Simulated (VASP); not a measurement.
Computed with PBEsol GGA, VASP's PBE PAW potentials (set 64) (plane waves; VASP).

Input for VASP

**POSCAR**
```
Mn
1.0
  2.4460926192   0.0000000210   0.0000000000
 -1.2230467732   2.1183787217   0.0000000000
  0.0000000000   0.0000000000   3.9681409064
Mn
2
direct
  0.3333330000   0.6666670000   0.2500000000
  0.6666670000   0.3333330000   0.7500000000
```

KPOINTS:
```
kpoints
0
Gamma
15 15 8
0 0 0
```

**INCAR**
```
SYSTEM = Mn
PREC = Accurate; ENCUT = 400; LREAL = .FALSE.
LASPH = .TRUE.
EDIFF = 1E-6; NELM = 100; ALGO = Normal
LMAXMIX = 4
ISMEAR = 1; SIGMA = 0.1
GGA = PS
IBRION = 2; NSW = 60; ISIF = 3
EDIFFG = -0.01
LWAVE = .FALSE.; LCHARG = .FALSE.
```

POTCAR, in this order: Mn_pv (PBE.64 set). Program: vasp_std.

The run wrote:

File OSZICAR:
```
       N       E                     dE             d eps       ncg     rms          rms(c)
DAV:   1     0.208149252472E+03    0.20815E+03   -0.14291E+04  4678   0.186E+03
DAV:   2    -0.145443333795E+02   -0.22269E+03   -0.21987E+03  4666   0.471E+02
DAV:   3    -0.230036098490E+02   -0.84593E+01   -0.81939E+01  5158   0.106E+02
DAV:   4    -0.231384410560E+02   -0.13483E+00   -0.13453E+00  5074   0.131E+01
DAV:   5    -0.231406989291E+02   -0.22579E-02   -0.22578E-02  5003   0.177E+00    0.209E+01
DAV:   6    -0.195345093078E+02    0.36062E+01   -0.27403E+01  4758   0.640E+01    0.267E+00
DAV:   7    -0.194419162144E+02    0.92593E-01   -0.68560E-01  4769   0.109E+01    0.103E+00
DAV:   8    -0.194177550203E+02    0.24161E-01   -0.10096E-02  5111   0.131E+00    0.304E-01
DAV:   9    -0.194162089070E+02    0.15461E-02   -0.23548E-03  4939   0.386E-01    0.596E-02
DAV:  10    -0.194162062240E+02    0.26830E-05   -0.28228E-04  4678   0.194E-01    0.200E-02
DAV:  11    -0.194161952870E+02    0.10937E-04   -0.46216E-05  4742   0.817E-02    0.262E-03
DAV:  12    -0.194161958948E+02   -0.60784E-06   -0.85217E-07  2442   0.124E-02
   1 F= -.19416196E+02 E0= -.19416285E+02  d E =-.194162E+02
       N       E                     dE             d eps       ncg     rms          rms(c)
DAV:   1    -0.194287270389E+02   -0.12532E-01   -0.22720E-01  4750   0.709E+00    0.993E-01
DAV:   2    -0.194165405773E+02    0.12186E-01   -0.94500E-02  4750   0.360E+00    0.200E-01
DAV:   3    -0.194161227580E+02    0.41782E-03   -0.21857E-03  4750   0.626E-01    0.927E-02
DAV:   4    -0.194160718747E+02    0.50883E-04   -0.26196E-04  4766   0.203E-01    0.175E-02
DAV:   5    -0.194160639936E+02    0.78810E-05   -0.38686E-05  4798   0.756E-02    0.706E-03
DAV:   6    -0.194160624816E+02    0.15120E-05   -0.73782E-07  2316   0.994E-03    0.184E-03
DAV:   7    -0.194160626251E+02   -0.14346E-06   -0.37629E-07  2303   0.702E-03
   2 F= -.19416063E+02 E0= -.19416157E+02  d E =0.133270E-03
       N       E                     dE             d eps       ncg     rms          rms(c)
DAV:   1    -0.194214054808E+02   -0.53430E-02   -0.92204E-02  4750   0.453E+00    0.627E-01
DAV:   2    -0.194165322424E+02    0.48732E-02   -0.38684E-02  4750   0.229E+00    0.125E-01
DAV:   3    -0.194163194021E+02    0.21284E-03   -0.94178E-04  4742   0.407E-01    0.575E-02
DAV:   4    -0.194162577046E+02    0.61697E-04   -0.10594E-04  4760   0.129E-01    0.114E-02
DAV:   5    -0.194162579244E+02   -0.21983E-06   -0.14461E-05  4790   0.455E-02    0.426E-03
DAV:   6    -0.194162585563E+02   -0.63185E-06   -0.25021E-07  2295   0.572E-03
   3 F= -.19416259E+02 E0= -.19416349E+02  d E =-.626615E-04
```

**OUTCAR**
```
------------------------ aborting loop because EDIFF is reached ----------------------------------------
  FORCE on cell =-STRESS in cart. coord.  units (eV):
  Direction    XX          YY          ZZ          XY          YZ          ZX
  --------------------------------------------------------------------------------------
  Total       -0.0094994     -0.0094994     -0.0080225      0.0000000     -0.0000000      0.0000000
  in kB       -0.7414972     -0.7414974     -0.6262111      0.0000002     -0.0000000      0.0000000
  external PRESSURE =      -0.7030686 kB  Pullay stress =       0.0000000 kB
  volume of cell :       20.53
      direct lattice vectors                 reciprocal lattice vectors
     2.444651909  0.000000021 -0.000000000     0.409056190  0.236168749 -0.000000000
    -1.222326417  2.117131029  0.000000000    -0.000000004  0.472337319  0.000000000
     0.000000000  0.000000000  3.965826656     0.000000000 -0.000000000  0.252154238
 POSITION                                       TOTAL-FORCE (eV/Angst)
 -----------------------------------------------------------------------------------
     -0.00000      1.41142      0.99146         0.000000      0.000000      0.000000
      1.22233      0.70571      2.97437        -0.000000     -0.000000      0.000000
 -----------------------------------------------------------------------------------
    total drift:                               -0.000533      0.000308     -0.000186
  FREE ENERGIE OF THE ION-ELECTRON SYSTEM (eV)
  ---------------------------------------------------
  free  energy   TOTEN  =       -19.4162585563 eV

  energy  without entropy=      -19.4165310276  energy(sigma->0) =      -19.41634938

 reached required accuracy - stopping structural energy minimisation
```
(Selected blocks of OUTCAR.)

### CONTCAR
```
Mn
   1.00000000000000
     2.4446519086770997    0.0000000212905574   -0.0000000000000000
    -1.2223264174031552    2.1171310289639447    0.0000000000000000
     0.0000000000000000    0.0000000000000000    3.9658266560146664
  Mn
     2
Direct
     0.3333330000000032    0.6666669999999968    0.2500000000000000
     0.6666669999999968    0.3333330000000032    0.7500000000000000
```

### OUTCAR
```
 val. band max:       10.8329507167   @ k =   0.0667   0.0000   0.0000

 cond. band min:      10.8394722082   @ k =   0.2000   0.0000   0.2500


 Fermi energy:        10.8378604374

 k-point     1 :       0.0000    0.0000    0.0000
  band No.  band energies     occupation
      1     -37.3568      2.00000
      2     -36.5726      2.00000
      3     -36.5726      2.00000
      4     -36.4522      2.00000
      5     -36.4522      2.00000
      6     -36.4505      2.00000
      7       2.4606      2.00000
      8       6.1902      2.00000
      9       9.7967      2.00000
     10       9.8382      2.00000
     11       9.8382      2.00000
     12      10.3409      2.00000
     13      10.3410      2.00000
     14      10.9091      0.07188
     15      10.9091      0.07177
     16      11.6287     -0.00000
     17      12.5680     -0.00000

 k-point     2 :       0.0667    0.0000    0.0000
  band No.  band energies     occupation
      1     -37.3436      2.00000
      2     -36.6018      2.00000
      3     -36.5820      2.00000
      4     -36.4826      2.00000
      5     -36.4566      2.00000
      6     -36.4552      2.00000
      7       2.6344      2.00000
      8       6.3138      2.00000
      9       9.5395      2.00000
     10       9.9465      2.00000
     11      10.0518      2.00000
     12      10.2791      2.00000
     13      10.4379      2.00000
     14      10.6673      2.03659
     15      10.8330      1.08299
     16      11.0090     -0.03609
     17      12.6034     -0.00000

 k-point     3 :       0.1333    0.0000    0.0000
  band No.  band energies     occupation
      1     -37.3051      2.00000
      2     -36.6832      2.00000
      3     -36.6071      2.00000
      4     -36.5663      2.00000
      5     -36.4695      2.00000
      6     -36.4688      2.00000
      7       3.1389      2.00000
      8       6.6453      2.00000
      9       9.1909      2.00000
     10       9.7272      2.00000
     11      10.0643      2.00000
...
```

The structure was generated: Mn was put into the hcp type (P6_3/mmc), which need not be its known phase. This run relaxes it. Symmetry was kept, so distortions that lower it aren't found. The start is the result of an earlier pass. The run is not spin-polarised, so no magnetic state was tried.
